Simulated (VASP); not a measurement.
Data:

```xyz
4
Lattice="1.6096 -2.7879 0.0000 1.6096 2.7879 0.0000 0.0000 0.0000 5.2396" Properties=species:S:1:pos:R:3 pbc="T T T"
Ga     1.6096    -0.9293     2.6200
Ga     1.6096     0.9293     0.0002
N      1.6096    -0.9293     4.5949
N      1.6096     0.9293     1.9751
```

Method: PBE GGA, VASP's PBE PAW potentials (set 64) (plane waves; VASP). Settings: 520 eV cut-off, Gaussian smearing of 0.050 eV, potentials Ga_d N.

### Question
Give the energies of bands 13 to 21 at the high-symmetry points, in eV from the valence-band maximum.

### Answer

```
band      Γ      M      K      A      L      H
----  -----  -----  -----  -----  -----  -----
13    -6.86  -6.31  -5.25  -3.78  -6.44  -6.03
14    -1.00  -5.19  -5.25  -3.78  -6.44  -6.03
15    -1.00  -4.06  -5.09  -0.51  -1.87  -4.04
16    -0.03  -2.64  -2.87  -0.51  -1.87  -4.04
17     0.00  -2.11  -2.87  -0.51  -1.82  -1.41
18     0.00  -0.96  -2.62  -0.51  -1.82  -1.41
19     1.72   4.98   5.19   4.06   4.31   6.23
20     4.06   5.38   7.53   4.06   4.31   6.23
21     9.04   5.99   7.53   8.32   7.58   7.26
```

The gap is direct, 1.72 eV, from the valence maximum at Γ to the conduction minimum at Γ.

Measured: gap 3.68 eV (computed value off by -1.96 eV), as given by Wei Chen et al., Physical Review Materials (2018), doi:10.1103/physrevmaterials.2.073803 [zero-point renormalisation of 0.17 eV added back (the table's ZPR column)].

The compound is GaN in the wurtzite structure. It was relaxed first.
